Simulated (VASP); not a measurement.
An input for Ansatz (written as the equivalent of a VASP run, and not itself run):

Ansatz 0.2 input:
```yaml
crystal:
  lattice:
    - [0.0000000, 3.5937351, 3.5937351]
    - [3.5937351, 0.0000000, 3.5937351]
    - [3.5937351, 3.5937351, 0.0000000]
  atoms:
    - { symbol: K, position: [0.0000000, 0.0000000, 0.0000000] }
    - { symbol: I, position: [0.5000000, 0.5000000, 0.5000000] }
kpoints:
  mp_grid: { grid: [7, 7, 7] }
hamiltonian:
  xc: pbe
  pseudopotentials: { kind: paw }
scf:
  occupations: { method: tetrahedron }
  max_iter: 100
output: { forces: true, stress: true, eigenvalues: true }
```

Task: Translate this input to VASP (INCAR, KPOINTS, POSCAR, choice of POTCAR).

Result: Several could match; the one computed here: 
File KPOINTS:
```
Automatic mesh
0
G
7 7 7
0 0 0
```

POSCAR:
```
KI
1
    0.0000000000     3.5937350754     3.5937350754
    3.5937350754     0.0000000000     3.5937350754
    3.5937350754     3.5937350754     0.0000000000
K I
1 1
Direct
  0.0000000000   0.0000000000   0.0000000000
  0.5000000000   0.5000000000   0.5000000000
```

INCAR:
```
SYSTEM = KI
PREC = Accurate; ENCUT = 520; LREAL = .FALSE.
LASPH = .TRUE.
EDIFF = 1E-7; NELM = 100; ALGO = Normal
LMAXMIX = 4
ISMEAR = -5
GGA = PE
ISIF = 2
LWAVE = .FALSE.; LCHARG = .TRUE.; LORBIT = 11
NEDOS = 601
```

POTCAR, in this order: K_sv I (PBE.64 set). Program: vasp_std.

The two are equivalent in intent, not identical: each code has its own PAW files, so the cut-off isn't converted (ENCUT is set for VASP's; basis.ecutwfc is left out, and Ansatz then takes the one that its files recommend); Ansatz stops its SCF on the density residual and VASP on the energy change (EDIFF).

The compound is KI in the rock salt structure. It was relaxed first, which changed the volume by +5 %.
